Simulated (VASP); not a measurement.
Computed with LDA (Ceperley-Alder, Perdew-Zunger), VASP's LDA PAW potentials (set 64) (plane waves; VASP).

The input files of a VASP run:

**POSCAR**
```
GaP
1
    0.0000000000     2.6968005789     2.6968005789
    2.6968005789     0.0000000000     2.6968005789
    2.6968005789     2.6968005789     0.0000000000
Ga P
1 1
Direct
  0.0000000000   0.0000000000   0.0000000000
  0.2500000000   0.2500000000   0.2500000000
```

INCAR:
```
NELM = 100   # most electronic steps
ENCUT = 520
LCHARG = .FALSE.
LWAVE = .FALSE.
LMAXMIX = 4
EDIFF = 1E-7
SIGMA = 0.05   # width (eV)
LREAL = .FALSE.   # projection in real space or not
ALGO = Normal
PREC = Accurate
ISMEAR = 0
SYSTEM = GaP
ISIF = 2   # forces and stress, cell fixed
LASPH = .TRUE.   # aspherical one-centre terms
```

### KPOINTS
```
Automatic mesh
0
Gamma
9 9 9
0 0 0
```

POTCAR, in this order: Ga_d P (LDA.64 set). Program: vasp_std.

The resulting files:

**OSZICAR**
```
       N       E                     dE             d eps       ncg     rms          rms(c)
DAV:   1     0.816981990253E+02    0.81698E+02   -0.93394E+03   918   0.201E+03
DAV:   2    -0.429871401040E+01   -0.85997E+02   -0.82734E+02   980   0.335E+02
DAV:   3    -0.106657111924E+02   -0.63670E+01   -0.63386E+01  1120   0.774E+01
DAV:   4    -0.107830104174E+02   -0.11730E+00   -0.11724E+00  1118   0.112E+01
DAV:   5    -0.107855626058E+02   -0.25522E-02   -0.25521E-02  1136   0.143E+00    0.449E+00
DAV:   6    -0.105078754328E+02    0.27769E+00   -0.45733E-01  1396   0.131E+01    0.289E+00
DAV:   7    -0.104571583071E+02    0.50717E-01   -0.11011E-01  1131   0.256E+00    0.107E+00
DAV:   8    -0.104524619719E+02    0.46963E-02   -0.13081E-02  1076   0.156E+00    0.194E-01
DAV:   9    -0.104524309984E+02    0.30974E-04   -0.10639E-03  1342   0.509E-01    0.608E-02
DAV:  10    -0.104524292446E+02    0.17538E-05   -0.52349E-05  1363   0.923E-02    0.222E-02
DAV:  11    -0.104524353412E+02   -0.60966E-05   -0.79510E-06  1108   0.494E-02    0.530E-03
DAV:  12    -0.104524351411E+02    0.20010E-06   -0.73403E-07  1164   0.130E-02    0.377E-03
DAV:  13    -0.104524351432E+02   -0.21046E-08   -0.12304E-07   699   0.370E-03
   1 F= -.10452435E+02 E0= -.10452435E+02  d E =-.448418E-13
```

OUTCAR:
```
------------------------ aborting loop because EDIFF is reached ----------------------------------------
  FORCE on cell =-STRESS in cart. coord.  units (eV):
  Direction    XX          YY          ZZ          XY          YZ          ZX
  --------------------------------------------------------------------------------------
  Total        0.0014867      0.0014867      0.0014867      0.0000000     -0.0000000     -0.0000000
  in kB        0.0607255      0.0607255      0.0607255      0.0000000     -0.0000000     -0.0000000
  external PRESSURE =       0.0607255 kB  Pullay stress =       0.0000000 kB
  volume of cell :       39.23
      direct lattice vectors                 reciprocal lattice vectors
     0.000000000  2.696800579  2.696800579    -0.185404885  0.185404885  0.185404885
     2.696800579  0.000000000  2.696800579     0.185404885 -0.185404885  0.185404885
     2.696800579  2.696800579  0.000000000     0.185404885  0.185404885 -0.185404885
  FREE ENERGIE OF THE ION-ELECTRON SYSTEM (eV)
  ---------------------------------------------------
  free  energy   TOTEN  =       -10.4524351432 eV

  energy  without entropy=      -10.4524351432  energy(sigma->0) =      -10.45243514
```
(Selected blocks of OUTCAR.)

OUTCAR:
```
 val. band max:        4.8341391858   @ k =   0.0000   0.0000   0.0000

 cond. band min:       6.2239656989   @ k =   0.4444   0.4444   0.0000


 Fermi energy:         5.0669182329

 k-point     1 :       0.0000    0.0000    0.0000
  band No.  band energies     occupation
      1      -9.9284      2.00000
      2      -9.9284      2.00000
      3      -9.9284      2.00000
      4      -9.8204      2.00000
      5      -9.8204      2.00000
      6      -7.9162      2.00000
      7       4.8341      2.00000
      8       4.8341      2.00000
      9       4.8341      2.00000
     10       6.7334      0.00000
     11       8.6185      0.00000
     12       8.6185      0.00000
     13       8.6185      0.00000

 k-point     2 :       0.1111    0.0000    0.0000
  band No.  band energies     occupation
      1      -9.9400      2.00000
      2      -9.9242      2.00000
      3      -9.9242      2.00000
      4      -9.8205      2.00000
      5      -9.8205      2.00000
      6      -7.7492      2.00000
      7       3.4147      2.00000
      8       4.6341      2.00000
      9       4.6341      2.00000
     10       7.2953      0.00000
     11       8.9193      0.00000
     12       8.9193      0.00000
     13       9.0927      0.00000

 k-point     3 :       0.2222    0.0000    0.0000
  band No.  band energies     occupation
      1      -9.9671      2.00000
      2      -9.9148      2.00000
      3      -9.9148      2.00000
      4      -9.8197      2.00000
      5      -9.8197      2.00000
      6      -7.2685      2.00000
      7       1.3366      2.00000
      8       4.2315      2.00000
      9       4.2315      2.00000
     10       7.0493      0.00000
     11       9.4280      0.00000
     12       9.4280      0.00000
     13      10.7344      0.00000

 k-point     4 :       0.3333    0.0000    0.0000
  band No.  band energies     occupation
      1      -9.9950      2.00000
      2      -9.9062      2.00000
      3      -9.9062      2.00000
...
```

The compound is GaP in the zinc blende structure. It was relaxed first.
